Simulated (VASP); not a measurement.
## GaAs (space group P6_3mc): computed properties

Calculation: r2SCAN meta-GGA, VASP's PBE PAW potentials (set 64) (plane waves; VASP 6.6.1).

| Quantity | Value |
|---|---|
| space group | P6_3mc (186) |
| cell | a = b = 3.992 Å, c = 6.577 Å, α = β = 90.00°, γ = 120.00° |
| volume per atom | 22.69 Å^3/atom |
| band gap (over mesh and band path) | 0.97 eV |
| smallest direct gap (over mesh and band path) | 0.97 eV |
| band-edge character | direct, Γ to Γ |
| density | 5.29 g/cm³ |

```
CELL_PARAMETERS angstrom
      3.99179     0.00000     0.00000
     -1.99590     3.45699     0.00000
      0.00000     0.00000     6.57655
ATOMIC_POSITIONS crystal
  Ga 0.33333 0.66667 0.99999
  Ga 0.66667 0.33333 0.49999
  As 0.33333 0.66667 0.37401
  As 0.66667 0.33333 0.87401
```

The structure comes from a computed database's GaAs entry (P6_3mc); how it stands against other phases isn't given here. It was relaxed first. Symmetry was kept, so distortions that lower it aren't found.
